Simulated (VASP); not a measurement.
Set up this calculation in VASP 6.6.1, as the native input.

| Item | Value |
| --- | --- |
| Task | relaxation of cell and atoms |
| Functional | PBE |
| Potentials or basis | VASP PAW PBE potentials, release 64 (Pt) |
| Cutoff | 520 eV |
| k mesh | 18 × 18 × 18 |
| Occupations | methfessel-paxton, width 0.2 eV |
| Spin | no spin polarisation |
| Further INCAR settings | ALGO = Normal; EDIFF = 1e-07; IBRION = 2; EDIFFG = -0.002; NSW = 80; ISIF = 3 |

The structure of Pt lies in POSCAR:

```
Pt
1.0
    0.0000000000      1.9609000000      1.9609000000
    1.9609000000      0.0000000000      1.9609000000
    1.9609000000      1.9609000000      0.0000000000
Pt
1
Direct
    0.0000000000      0.0000000000      0.0000000000
```

The input as run:

INCAR

```
PREC     = Accurate       # precision mode
ENCUT    = 520            # plane-wave cutoff, eV
EDIFF    = 1E-7           # SCF threshold, eV
ISMEAR   = 1              # smearing method
SIGMA    = 0.2            # smearing width, eV
LREAL    = False          # projectors in reciprocal space
LASPH    = True           # aspherical terms in the spheres
NELM     = 80             # most SCF steps
ALGO     = Normal         # electronic algorithm
ISIF     = 3              # what is computed and relaxed
LWAVE    = False          # write WAVECAR
LCHARG   = False          # write CHGCAR
GGA      = PE             # functional
IBRION   = 2              # ionic algorithm
NSW      = 80             # ionic steps
EDIFFG   = -0.002         # ionic threshold
```

KPOINTS

```
regular mesh
0
Gamma
  18 18 18
```

Potentials or basis: VASP PAW PBE potentials, release 64 (Pt).

Launch:

```console
$ cat potpaw_PBE.64/Pt/POTCAR > POTCAR
$ mpirun -np 1 vasp_std > vasp.out
```

Results of the run:

```yaml
Relaxed_volume: 15.61 Å³/atom
Relaxed_cell: a = 2.805 Å, b = 2.805 Å, c = 2.805 Å, α = 60.00°, β = 60.00°, γ = 60.00°
Space_group_after_relaxing_to_0.05_Å: Fm-3m (No. 225)
Energy_gained_by_relaxing: 15.1 meV/atom
Ionic_steps: 17
Pressure_after_relaxing: 0.0 GPa
Band_gap_on_the_k_mesh: none (metal or under the smearing width)
```

Run time: 83 s on 1 thread of Intel(R) Xeon(R) Platinum 8559C (Emerald Rapids) (shared host), peak memory 0.17 GiB.
